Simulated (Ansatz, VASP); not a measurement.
One calculation of BeAu3, two programs

```xyz
4
Lattice="4.0019 0.0000 0.0000 0.0000 4.0019 0.0000 0.0000 0.0000 4.0019" Properties=species:S:1:pos:R:3 pbc="T T T"
Be    0.0000    0.0000    0.0000
Au    0.0000    2.0009    2.0009
Au    2.0009    0.0000    2.0009
Au    2.0009    2.0009    0.0000
```

Alike in both runs: functional PBE; k mesh 12 × 12 × 12; occupations gaussian, width 0.1 eV; no spin polarisation.

Ansatz relaxed the structure, and its values are those at the end. VASP's run is a single point on that final structure, the one shown.

|  | VASP | Ansatz |
| --- | --- | --- |
| version | VASP 6.6.1 | Ansatz 0.2.0 |
| potentials or method | VASP PAW PBE potentials, release 64 (Be, Au) | scalar-relativistic, plane waves, PAW |
| plane-wave cutoff (eV) | 520 | 420 |
| valence electrons in the cell | 35 | 59 |

```csv
,VASP,Ansatz,Ansatz less VASP
gap on the k mesh at the Fermi level (eV),none,none,-
pressure (GPa),-0.3,0.0,+0.27
```

A gap of «none» marks a metal or a gap that the smearing closes. The functional is the same, so the differences come from potentials, cutoffs and numerics. The two sets of potentials don't hold the same shells in valence.

The runs have no spin-orbit coupling, so splittings on Au are missing.
